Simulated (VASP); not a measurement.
A convergence study with VASP on Y: one setting is varied, all else stays as given below, so the limit is that of these other settings.

```xyz
4
Lattice="3.6391 0.0000 0.0000 -1.8195 3.1515 0.0000 0.0000 0.0000 22.5692" Properties=species:S:1:pos:R:3 pbc="T T T"
Y      1.8195     1.0505     9.8564
Y      0.0000     2.1010     7.0000
Y      1.8195     1.0505    15.5692
Y      0.0000     2.1010    12.7128
```

Computed with PBE GGA, VASP's PBE PAW potentials (set 64) (plane waves; VASP 6.6.1). The tightest run used: 300 eV cut-off, 27×27×1 Γ-centred mesh, Gaussian smearing of 0.10 eV, potentials Y_sv.

The settings run are 2×2×1 mesh; 3×3×1 mesh; 4×4×1 mesh; 5×5×1 mesh; 6×6×1 mesh; 7×7×1 mesh; 8×8×1 mesh; 9×9×1 mesh; 12×12×1 mesh; 14×14×1 mesh; 17×17×1 mesh; 20×20×1 mesh; 23×23×1 mesh; 27×27×1 mesh. From which on does the largest force stay within 0.005 eV/Å of the tightest run?

From 12×12×1 mesh on: it is off by 0.003 there and by no more than 0.005 in any finer run, while 9×9×1 mesh is off by 0.017.
| setting | E (eV/atom) | largest force (eV/Å) | irreducible k-points | difference judged (eV/Å) |
|---|---|---|---|---|
| 2×2×1 mesh | -6.6069 | 0.307 | 2 | 0.121 |
| 3×3×1 mesh | -6.0278 | 0.196 | 3 | 0.011 |
| 4×4×1 mesh | -6.0242 | 0.199 | 4 | 0.013 |
| 5×5×1 mesh | -6.0633 | 0.186 | 5 | 0.001 |
| 6×6×1 mesh | -6.0721 | 0.221 | 7 | 0.035 |
| 7×7×1 mesh | -6.0664 | 0.215 | 8 | 0.030 |
| 8×8×1 mesh | -6.0646 | 0.179 | 10 | 0.006 |
| 9×9×1 mesh | -6.0682 | 0.169 | 12 | 0.017 |
| 12×12×1 mesh | -6.0662 | 0.183 | 19 | 0.003 |
| 14×14×1 mesh | -6.0662 | 0.188 | 24 | 0.003 |
| 17×17×1 mesh | -6.0663 | 0.186 | 33 | 0.000 |
| 20×20×1 mesh | -6.0663 | 0.185 | 44 | 0.000 |
| 23×23×1 mesh | -6.0663 | 0.185 | 56 | 0.000 |
| 27×27×1 mesh | -6.0663 | 0.186 | 75 | 0.000 |

Left out are rungs that failed or repeat a setting and relaxations that didn't move; long series are thinned to 24 rows.

The cell is a sheet or thin cut with vacuum, built from a generated structure.
